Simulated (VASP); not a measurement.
VASP runs on GeCl2 (atoms displaced from the space group 136 structure) share one base input (PBE GGA, plane waves, VASP's PBE PAW potentials (set 64)) and change the settings named in each case.

**KPOINTS**
```
K-points
0
G
 2 2 3
0 0 0
```

**POSCAR**
```
GeCl2
1
    5.9590610000     0.0000000000     0.0000000000
    0.0000000000     5.9590610000     0.0000000000
    0.0000000000     0.0000000000     3.8376660000
Ge Cl
2 4
Direct
 -0.0021920000  -0.0031820000   0.0004410000
  0.5016940000   0.5001350000   0.5009550000
  0.3063310000   0.3085760000  -0.0000720000
  0.8085750000   0.2012870000   0.5009330000
  0.1930620000   0.8055580000   0.4965030000
  0.6925310000   0.6876260000   0.0012390000
```

**INCAR**
```
ALGO=Normal
EDIFF=1E-6
ENCUT=300
GGA=PE
ISIF=2
ISMEAR=-1
LASPH=.True.
LCHARG=.False.
LMAXMIX=4
LREAL=.False.
LWAVE=.False.
NELM=100
PREC=Accurate
SIGMA=0.136
SYSTEM=GeCl2
```

POTCAR, in this order: Ge_d Cl (PBE.64 set). Program: vasp_std.

```tsv
change	E(σ→0) (eV/atom)	pressure (GPa)	largest force (eV/Å)	−TS (eV)
base run	-3.3455	9.52	0.968	-0.0007
GGA = PS	-3.6374	6.57	0.886	-0.0010
GGA_COMPAT = .FALSE., LNONCOLLINEAR = .TRUE., LSORBIT = .TRUE., MAGMOM = 0.0 0.0 0.0 0.0 0.0 0.0 0.0 0.0 0.0 0.0 0.0 0.0 0.0 0.0 0.0 0.0 0.0 0.0, program vasp_ncl	-3.3484	9.53	0.967	-0.0008
KPOINTS 2×2×2 Γ-centred mesh	-3.3440	9.21	0.764	-0.0006
```
 Energies of different potentials or functionals have different zeros.  At 300 eV the pressure can carry a Pulay error.

Left out are runs that ran out of time, are held back, or changed the cell or the kind of run, fixed moments of cells without a moment, rows past the twelfth, gaps on odd meshes, pressures of charged cells and columns that move by less than the noise.

The structure was generated: GeCl2 was put into an ordered model structure, which need not be its known phase. The cell was not relaxed at this level, its atoms were moved at random.
